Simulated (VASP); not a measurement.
Output of a VASP run:

File OSZICAR:
```
...
DAV:   7    -0.746269456067E+00    0.95361E-07   -0.26392E-07  1436   0.516E-03
   2 F= -.74626946E+00 E0= -.74590903E+00  d E =-.887238E-02
       N       E                     dE             d eps       ncg     rms          rms(c)
DAV:   1    -0.729719615247E+00    0.16550E-01   -0.14094E+01  1813   0.261E+01    0.805E-01
DAV:   2    -0.759892558666E+00   -0.30173E-01   -0.47046E-01  2451   0.754E+00    0.487E-01
DAV:   3    -0.751814730174E+00    0.80778E-02   -0.15609E-02  2100   0.177E+00    0.850E-02
DAV:   4    -0.752076286592E+00   -0.26156E-03   -0.44206E-03  1918   0.668E-01    0.317E-02
DAV:   5    -0.752073850661E+00    0.24359E-05   -0.21725E-04  2190   0.189E-01    0.118E-02
DAV:   6    -0.752074983033E+00   -0.11324E-05   -0.18598E-05  2141   0.537E-02    0.342E-03
DAV:   7    -0.752075260024E+00   -0.27699E-06   -0.11704E-06  2085   0.111E-02    0.889E-04
DAV:   8    -0.752075342235E+00   -0.82210E-07   -0.91547E-08  1011   0.293E-03
   3 F= -.75207534E+00 E0= -.75182202E+00  d E =-.146783E-01
       N       E                     dE             d eps       ncg     rms          rms(c)
DAV:   1    -0.751892499035E+00    0.18276E-03   -0.11183E-01  1816   0.230E+00    0.734E-02
DAV:   2    -0.752196858243E+00   -0.30436E-03   -0.43716E-03  2448   0.824E-01    0.434E-02
DAV:   3    -0.752136117367E+00    0.60741E-04   -0.12283E-04  2278   0.165E-01    0.892E-03
DAV:   4    -0.752137535171E+00   -0.14178E-05   -0.36261E-05  2116   0.564E-02    0.269E-03
DAV:   5    -0.752136992631E+00    0.54254E-06   -0.17940E-06  1928   0.177E-02    0.963E-04
DAV:   6    -0.752137009643E+00   -0.17012E-07   -0.10564E-07   902   0.501E-03
   4 F= -.75213701E+00 E0= -.75187363E+00  d E =-.147399E-01
       N       E                     dE             d eps       ncg     rms          rms(c)
DAV:   1    -0.766012602089E+00   -0.13876E-01   -0.60438E-01  1710   0.645E+00    0.575E-01
DAV:   2    -0.758546752080E+00    0.74659E-02   -0.24871E-02  2042   0.239E+00    0.370E-01
DAV:   3    -0.753523414478E+00    0.50233E-02   -0.88700E-03  2074   0.181E+00    0.357E-02
DAV:   4    -0.753717537280E+00   -0.19412E-03   -0.25797E-03  1732   0.662E-01    0.225E-02
DAV:   5    -0.753718055188E+00   -0.51791E-06   -0.99526E-05  2086   0.102E-01    0.662E-03
DAV:   6    -0.753717448836E+00    0.60635E-06   -0.97581E-06  2078   0.456E-02    0.265E-03
DAV:   7    -0.753717548560E+00   -0.99724E-07   -0.13869E-06  1910   0.177E-02    0.570E-04
DAV:   8    -0.753717592306E+00   -0.43746E-07   -0.15642E-07  1270   0.588E-03
   5 F= -.75371759E+00 E0= -.75360253E+00  d E =-.158058E-02
       N       E                     dE             d eps       ncg     rms          rms(c)
DAV:   1    -0.769892238976E+00   -0.16175E-01   -0.75914E-01  1707   0.724E+00    0.645E-01
DAV:   2    -0.760541579667E+00    0.93507E-02   -0.31143E-02  1961   0.263E+00    0.414E-01
DAV:   3    -0.754261864457E+00    0.62797E-02   -0.11101E-02  2076   0.200E+00    0.395E-02
DAV:   4    -0.754494856075E+00   -0.23299E-03   -0.31060E-03  1726   0.724E-01    0.251E-02
DAV:   5    -0.754494975589E+00   -0.11951E-06   -0.12009E-04  2052   0.112E-01    0.738E-03
DAV:   6    -0.754494239553E+00    0.73604E-06   -0.11740E-05  2080   0.503E-02    0.291E-03
DAV:   7    -0.754494353085E+00   -0.11353E-06   -0.16864E-06  1989   0.196E-02    0.630E-04
DAV:   8    -0.754494406306E+00   -0.53221E-07   -0.18809E-07  1365   0.641E-03
   6 F= -.75449441E+00 E0= -.75446316E+00  d E =-.235740E-02
```

File OUTCAR:
```
------------------------ aborting loop because EDIFF is reached ----------------------------------------
  FORCE on cell =-STRESS in cart. coord.  units (eV):
  Direction    XX          YY          ZZ          XY          YZ          ZX
  --------------------------------------------------------------------------------------
  Total        0.6551627      0.6794889      0.6768039      0.0000000      0.0000000     -0.0080824
  in kB       13.2909068     13.7843988     13.7299284      0.0000000      0.0000000     -0.1639627
  external PRESSURE =      13.6017447 kB  Pullay stress =       0.0000000 kB
  volume of cell :       78.98
      direct lattice vectors                 reciprocal lattice vectors
     4.373735130 -2.341122321  0.028850818     0.114923990 -0.213572779 -0.091750990
     4.373735130  2.341122321  0.028850818     0.114923990  0.213572779 -0.091750990
     3.095221869  0.000000000  3.876963566    -0.001710437  0.000000000  0.259299363
 POSITION                                       TOTAL-FORCE (eV/Angst)
 -----------------------------------------------------------------------------------
      2.75141      0.00000      0.91414        -0.004647      0.000000     -0.001544
      9.09128      0.00000      3.02053         0.004647      0.000000      0.001544
 -----------------------------------------------------------------------------------
    total drift:                               -0.000000      0.000000     -0.000000
  FREE ENERGIE OF THE ION-ELECTRON SYSTEM (eV)
  ---------------------------------------------------
  free  energy   TOTEN  =        -0.7544944063 eV

  energy  without entropy=       -0.7544319120  energy(sigma->0) =       -0.75446316

 reached required accuracy - stopping structural energy minimisation
```
(Selected blocks of OUTCAR.)

### POSCAR
```
Bi
1
    4.4789342979    -2.3088658706     0.0834269868
    4.4789342979     2.3088658706     0.0834269868
    3.2180367352     0.0000000000     3.8785194888
Bi
2
Direct
  0.2289693128   0.2289693128   0.2289693128
  0.7710306872   0.7710306872   0.7710306872
```

Q: Reconstruct the remaining input files.

A: Several could match; the one computed here: the input of the run itself, vdW-DF2, plane waves, VASP's PBE PAW potentials (set 64).

**KPOINTS**
```
Automatic mesh
0
Gamma
7 7 7
0 0 0
```

**INCAR**
```
SYSTEM=Bi
PREC=Accurate; ENCUT=520; LREAL=.FALSE.
LASPH=.TRUE.
EDIFF=1E-7; NELM=100; ALGO=Normal
LMAXMIX=4
ISMEAR=0; SIGMA=0.05
GGA=ML; LUSE_VDW=.TRUE.; AGGAC=0.0
ZAB_VDW=-1.8867
IBRION=2; NSW=30; ISIF=4
EDIFFG=-0.01
LWAVE=.FALSE.; LCHARG=.FALSE.
```

POTCAR, in this order: Bi_d (PBE.64 set). Program: vasp_std.

The compound is Bi in the a7 structure. This cell is one point of a volume scan, at 0.94 of the reference volume. Symmetry was kept, so distortions that lower it aren't found.
